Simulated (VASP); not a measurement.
Crystal: PbSe.

```
Pb Se
1.0
     0.00000    3.06000    3.06000
     3.06000    0.00000    3.06000
     3.06000    3.06000    0.00000
Pb Se
1 1
Direct
  0.00000 0.00000 0.00000
  0.50000 0.50000 0.50000
```

The cell was built by a generator and needn't be a form met in nature.

| Property | Result |
| --- | --- |
| Program | VASP 6.6.1 |
| Task | relaxation of cell and atoms |
| Functional | r2SCAN |
| Potentials or basis | VASP PAW PBE potentials, release 64 (Pb_d, Se) |
| Cutoff | 600 eV |
| k mesh | 10 × 10 × 10 |
| Occupations | gaussian, width 0.02 eV |
| Spin | no spin polarisation |

At the start: pressure 1.6 GPa; volume 28.65 Å³/atom.

**Question.** How do energy, volume and symmetry change on relaxing?

**Answer.** Over 3 steps the energy falls by 4.0 meV/atom and the volume is 29.49 Å³/atom (+2.9 %); space group Fm-3m (No. 225, to 0.05 Å).

The path:
```
step  energy change (eV)  largest force (eV/Å)  pressure (GPa)  volume (Å³)
   1              0.0000                0.0000            1.59        57.31
   2             -0.0067                0.0000           -0.61        59.70
   3             -0.0081                0.0000            0.01        58.97
```

Final structure:
```
Pb Se
1.0
     0.00000    3.08941    3.08941
     3.08941    0.00000    3.08941
     3.08941    3.08941    0.00000
Pb Se
1 1
Direct
  0.00000 0.00000 0.00000
  0.50000 0.50000 0.50000
```

Caveat: the PAW data sets were made with another functional, which shifts forces and pressure a little.
